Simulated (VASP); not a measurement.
Method: PBE GGA, VASP's PBE PAW potentials (set 64) (plane waves; VASP 6.6.1).

The input files of a VASP run:

INCAR:
```
SYSTEM = CsI
PREC = Low; ENCUT = 400; LREAL = .FALSE.
LASPH = .TRUE.
EDIFF = 1E-6; NELM = 100; ALGO = Normal
LMAXMIX = 4
ISMEAR = 0; SIGMA = 0.05
GGA = PE
ISIF = 2
LWAVE = .FALSE.; LCHARG = .FALSE.
```

POSCAR:
```
CsI
5.529690
  1.0000000000   0.0000000000   0.0000000000
  0.0000000000   1.0000000000   0.0000000000
  0.0000000000   0.0000000000   1.7608068445
Cs I
2 2
Direct
  0.0000000000   0.5000000000   0.0000000000
  0.5000000000   0.0000000000   0.5000000000
  0.0000000000   0.0000000000   0.2500000000
  0.0000000000   0.0000000000   0.7500000000
```

File KPOINTS:
```
Automatic
0
Gamma
  4 4 2
0 0 0
```

POTCAR, in this order: Cs_sv I (PBE.64 set). Program: vasp_std.

Unless said otherwise, spin-orbit coupling is left out, though it shifts the bands of the heavy elements here.

### Question
What does the run give for the energy per atom (σ→0), band gap (on the k-mesh)?

### Answer

```
Property                          Result
------------------------  --------------
energy per atom (σ→0)     -2.602 eV/atom
band gap (on the k-mesh)         3.11 eV
```

File OSZICAR:
```
...
DAV:   8    -0.104002778874E+02   -0.29250E-01   -0.55996E-02   488   0.130E+00    0.320E-01
DAV:   9    -0.104059416064E+02   -0.56637E-02   -0.22798E-02   548   0.539E-01    0.164E-01
DAV:  10    -0.104098155390E+02   -0.38739E-02   -0.53925E-03   488   0.440E-01    0.547E-02
DAV:  11    -0.104099052918E+02   -0.89753E-04   -0.21697E-04   556   0.775E-02    0.236E-02
DAV:  12    -0.104099471884E+02   -0.41897E-04   -0.39204E-05   492   0.485E-02    0.423E-03
DAV:  13    -0.104099493471E+02   -0.21587E-05   -0.19230E-06   420   0.103E-02    0.168E-03
DAV:  14    -0.104099499365E+02   -0.58941E-06   -0.53503E-07   308   0.552E-03
   1 F= -.10409950E+02 E0= -.10409950E+02  d E =-.312680E-18
```

The structure was generated: CsI was put into the PtS type (P4_2/mmc), which need not be its known phase. The cell was not relaxed at this level. The run is one of a series of settings (PREC = Low against the base run), some of them coarse on purpose.
